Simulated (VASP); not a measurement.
An input for Quantum ESPRESSO's pw.x (written as the equivalent of a VASP run, and not itself run):

```
&CONTROL
  calculation = 'vc-relax'
  pseudo_dir = './pseudo'
  outdir = './out'
  tprnfor = .true.
  tstress = .true.
  nstep = 60
  forc_conv_thr = 0.00039
/
&SYSTEM
  ibrav = 0
  nat = 2
  ntyp = 2
  ecutwfc = 60.3
  occupations = 'smearing'
  smearing = 'gaussian'
  degauss = 0.003675
  input_dft = 'revpbe'
/
&ELECTRONS
  conv_thr = 7.3e-08
  electron_maxstep = 100
/
&IONS
/
&CELL
/
ATOMIC_SPECIES
  Tl 204.380 Tl.upf
  Cl 35.450 Cl.upf
CELL_PARAMETERS angstrom
     3.8400000    0.0000000    0.0000000
     0.0000000    3.8400000    0.0000000
     0.0000000    0.0000000    3.8400000
ATOMIC_POSITIONS crystal
  Tl   0.0000000  0.0000000  0.0000000
  Cl   0.5000000  0.5000000  0.5000000
K_POINTS automatic
  6 6 6 0 0 0
```

Problem. Write the VASP files for the same calculation (revPBE).

Solution. This is not unique; one that fits is 
INCAR:
```
SYSTEM = TlCl
PREC = Accurate
ENCUT = 520
EDIFF = 1E-6
NELM = 100
ALGO = Normal
LREAL = .FALSE.
LASPH = .TRUE.
ISMEAR = 0
SIGMA = 0.05
GGA = RE
LMAXMIX = 4
LWAVE = .FALSE.
LCHARG = .FALSE.
IBRION = 2
ISIF = 3
NSW = 60
EDIFFG = -0.01
```

### POSCAR
```
TlCl
1.0
  3.8400000000   0.0000000000   0.0000000000
  0.0000000000   3.8400000000   0.0000000000
  0.0000000000   0.0000000000   3.8400000000
Tl Cl
1 1
Cart
  0.0000000000   0.0000000000   0.0000000000
  1.9200000000   1.9200000000   1.9200000000
```

KPOINTS:
```
Regular mesh
0
Gamma
  6 6 6
0 0 0
```

POTCAR, in this order: Tl_d Cl (PBE.64 set). Program: vasp_std.

What does not carry over: the potentials are each code's own (VASP's PAW set, PseudoDojo norm-conserving files in pw.x), so ENCUT and ecutwfc are chosen apart and not converted; conv_thr bounds pw.x's estimated SCF error, while EDIFF bounds the energy change between steps; forc_conv_thr acts on force components and is met together with etot_conv_thr.

The compound is TlCl in the CsCl type structure. This run relaxes it. Symmetry was kept, so distortions that lower it aren't found.
